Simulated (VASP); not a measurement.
Consider the following.

```
ZnS
1.0
    1.91000    -3.30822     0.00000
    1.91000     3.30822     0.00000
    0.00000     0.00000     6.26000
Zn S
2 2
Direct
  0.66667   0.33333   0.50000
  0.33333   0.66667   0.00000
  0.66667   0.33333   0.87500
  0.33333   0.66667   0.37500
```

The numbers are results of PBE GGA + U (Dudarev), VASP's PBE PAW potentials (set 64) (plane waves; VASP 6.6.1), not measurements. Numerical set-up: 400 eV cut-off, 6×6×3 Γ-centred mesh, Gaussian smearing of 0.050 eV, potentials Zn S, U − J: Zn 5.00 eV.

### Question
Predict the energy per atom (σ→0), band gap (on the k-mesh) with the smallest direct gap where there is one.

### Answer

```
Property                                      Value
-----------------------------------  --------------
band gap (on the k-mesh)                    2.49 eV
smallest direct gap (on the k-mesh)         2.49 eV
energy per atom (σ→0)                -3.251 eV/atom
```

The absolute energy has meaning only against runs of the same code, potentials and settings.

The compound is ZnS in the wurtzite structure, the high-temperature form. The cell was not relaxed at this level. The run is one of a series of settings (LDAU = .TRUE., LDAUJ = 0 0, LDAUL = 2 -1, LDAUTYPE = 2, LDAUU = 5.0 0, LMAXMIX = 2 against the base run), some of them coarse on purpose.
